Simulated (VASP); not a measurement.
Crystal: MgZr2O3.

```
Mg Zr O
1.0
     3.01391    0.00000    0.00000
    -1.50696    2.61013    0.00000
     0.00000    0.00000    8.61600
Mg Zr O
1 2 3
Direct
  0.00000 0.00000 0.00000
  0.66667 0.33333 0.67630
  0.33333 0.66667 0.32370
  0.33333 0.66667 0.86281
  0.66667 0.33333 0.13719
  0.00000 0.00000 0.50000
```

The cell was built by a generator and needn't be a form met in nature.

- Program: VASP 6.6.1
- Task: relaxation of cell and atoms
- Functional: PBE
- Potentials or basis: VASP PAW PBE potentials, release 64 (Mg, Zr_sv, O)
- Cutoff: 520 eV
- k mesh: 12 × 12 × 4
- Occupations: gaussian, width 0.1 eV
- Spin: no spin polarisation

At the start: pressure 0.1 GPa; volume 11.30 Å³/atom.

Where does the relaxation end?

Over 7 steps the energy falls by 2.8 meV/atom; space group P-3m1 (No. 164, to 0.05 Å).

The path:
| step | energy change (eV) | largest force (eV/Å) | pressure (GPa) | volume (Å³) |
| --- | --- | --- | --- | --- |
| 1 | 0.0000 | 0.4472 | 0.14 | 67.78 |
| 2 | -0.0144 | 0.1718 | -0.20 | 67.87 |
| 3 | -0.0144 | 0.1661 | -0.20 | 67.87 |
| 4 | -0.0165 | 0.0245 | 0.06 | 67.75 |
| 5 | -0.0165 | 0.0333 | 0.05 | 67.75 |
| 6 | -0.0167 | 0.0138 | -0.03 | 67.78 |
| 7 | -0.0167 | 0.0093 | -0.08 | 67.79 |

Final structure:
```
CELL_PARAMETERS angstrom
3.00006 0.00000 0.00000
-1.50003 2.59813 0.00000
0.00000 0.00000 8.69761
ATOMIC_POSITIONS crystal
Mg 0.00000 0.00000 0.00000
Zr 0.66667 0.33333 0.67906
Zr 0.33333 0.66667 0.32094
O 0.33333 0.66667 0.86346
O 0.66667 0.33333 0.13654
O 0.00000 0.00000 0.50000
```
